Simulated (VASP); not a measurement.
Method: vdW-DF-cx, VASP's PBE PAW potentials (set 64) (plane waves; VASP 6.6.1).

Input for VASP

**INCAR**
```
IBRION = 2
LUSE_VDW = .True.
LCHARG = .False.
LREAL = .False.
LASPH = .True.   # aspherical one-centre terms
ISIF = 3
SIGMA = 0.05   # width (eV)
ALGO = Normal   # blocked Davidson
SYSTEM = AgCl
ISMEAR = 0
PREC = Accurate
LMAXMIX = 4
EDIFFG = -0.01   # ionic stop
LWAVE = .False.
NELM = 100   # most electronic steps
GGA = CX
EDIFF = 1E-6
AGGAC = 0.0
ENCUT = 520   # plane-wave cut-off (eV)
NSW = 60
```

KPOINTS:
```
Regular mesh
0
Gamma
8 8 8
```

POSCAR:
```
AgCl
1
    0.0000000000     2.7750000000     2.7750000000
    2.7750000000     0.0000000000     2.7750000000
    2.7750000000     2.7750000000     0.0000000000
Ag Cl
1 1
Direct
  0.0000000000   0.0000000000   0.0000000000
  0.5000000000   0.5000000000   0.5000000000
```

POTCAR, in this order: Ag Cl (PBE.64 set). Program: vasp_std.

Output

File OSZICAR:
```
       N       E                     dE             d eps       ncg     rms          rms(c)
DAV:   1     0.108247876983E+03    0.10825E+03   -0.89402E+03   778   0.126E+03
DAV:   2     0.336802344004E+01   -0.10488E+03   -0.98863E+02   884   0.255E+02
DAV:   3    -0.906726356120E+00   -0.42747E+01   -0.42612E+01   874   0.555E+01
DAV:   4    -0.941199906095E+00   -0.34474E-01   -0.34470E-01   849   0.551E+00
DAV:   5    -0.941700116832E+00   -0.50021E-03   -0.50021E-03   874   0.674E-01    0.623E+00
DAV:   6    -0.778612510611E+00    0.16309E+00   -0.35076E-01   838   0.834E+00    0.413E+00
DAV:   7    -0.776922849626E+00    0.16897E-02   -0.87374E-02   759   0.236E+00    0.199E+00
DAV:   8    -0.776285729907E+00    0.63712E-03   -0.54355E-03   794   0.947E-01    0.257E-01
DAV:   9    -0.776328055695E+00   -0.42326E-04   -0.66614E-04   849   0.382E-01    0.416E-02
DAV:  10    -0.776388804655E+00   -0.60749E-04   -0.10069E-04   779   0.101E-01    0.184E-02
DAV:  11    -0.776395103645E+00   -0.62990E-05   -0.64633E-06   799   0.238E-02    0.330E-03
DAV:  12    -0.776395184395E+00   -0.80749E-07   -0.18395E-07   507   0.497E-03
   1 F= -.77639518E+00 E0= -.77639518E+00  d E =-.776395E+00
       N       E                     dE             d eps       ncg     rms          rms(c)
DAV:   1    -0.109020217132E+01   -0.31381E+00   -0.54868E+00   754   0.259E+01    0.377E+00
DAV:   2    -0.806694890224E+00    0.28351E+00   -0.86140E-01   754   0.109E+01    0.107E+00
DAV:   3    -0.789804865543E+00    0.16890E-01   -0.50528E-02   764   0.174E+00    0.718E-01
DAV:   4    -0.788683760007E+00    0.11211E-02   -0.18732E-03   824   0.351E-01    0.295E-01
DAV:   5    -0.788573599471E+00    0.11016E-03   -0.26095E-04   864   0.241E-01    0.523E-02
DAV:   6    -0.788583296998E+00   -0.96975E-05   -0.78590E-05   854   0.101E-01    0.170E-02
DAV:   7    -0.788582014443E+00    0.12826E-05   -0.32165E-06   764   0.151E-02    0.692E-03
DAV:   8    -0.788582733814E+00   -0.71937E-06   -0.51735E-07   507   0.772E-03
   2 F= -.78858273E+00 E0= -.78858273E+00  d E =-.121875E-01
       N       E                     dE             d eps       ncg     rms          rms(c)
DAV:   1    -0.789403703577E+00   -0.82169E-03   -0.14529E-02   754   0.134E+00    0.192E-01
DAV:   2    -0.788667358129E+00    0.73635E-03   -0.20547E-03   754   0.562E-01    0.607E-02
DAV:   3    -0.788619486274E+00    0.47872E-04   -0.15593E-04   769   0.105E-01    0.418E-02
DAV:   4    -0.788618352485E+00    0.11338E-05   -0.58416E-06   819   0.246E-02    0.129E-02
DAV:   5    -0.788619279813E+00   -0.92733E-06   -0.13092E-06   451   0.186E-02
   3 F= -.78861928E+00 E0= -.78861928E+00  d E =-.122241E-01
```

File OUTCAR:
```
------------------------ aborting loop because EDIFF is reached ----------------------------------------
  FORCE on cell =-STRESS in cart. coord.  units (eV):
  Direction    XX          YY          ZZ          XY          YZ          ZX
  --------------------------------------------------------------------------------------
  Total        0.0042963      0.0042963      0.0042963      0.0000000     -0.0000000      0.0000000
  in kB        0.1680745      0.1680745      0.1680745      0.0000000     -0.0000000      0.0000000
  external PRESSURE =       0.1680745 kB  Pullay stress =       0.0000000 kB
  volume of cell :       40.95
      direct lattice vectors                 reciprocal lattice vectors
    -0.000000000  2.735846165  2.735846165    -0.182758814  0.182758814  0.182758814
     2.735846165 -0.000000000  2.735846165     0.182758814 -0.182758814  0.182758814
     2.735846165  2.735846165  0.000000000     0.182758814  0.182758814 -0.182758814
  FREE ENERGIE OF THE ION-ELECTRON SYSTEM (eV)
  ---------------------------------------------------
  free  energy   TOTEN  =        -0.7886192798 eV

  energy  without entropy=       -0.7886192798  energy(sigma->0) =       -0.78861928

 reached required accuracy - stopping structural energy minimisation
```
(Selected blocks of OUTCAR.)

File CONTCAR:
```
AgCl
   1.00000000000000
    -0.0000000000000000    2.7358461650834052    2.7358461650834052
     2.7358461650834052   -0.0000000000000000    2.7358461650834052
     2.7358461650834052    2.7358461650834052    0.0000000000000000
  Ag              Cl
     1     1
Direct
     0.0000000000000000    0.0000000000000000    0.0000000000000000
     0.5000000000000000    0.5000000000000000    0.5000000000000000
```

Energy and stress use the plane-wave basis of the starting cell.

The compound is AgCl in the rock salt structure. This run relaxes it. Symmetry was kept, so distortions that lower it aren't found.
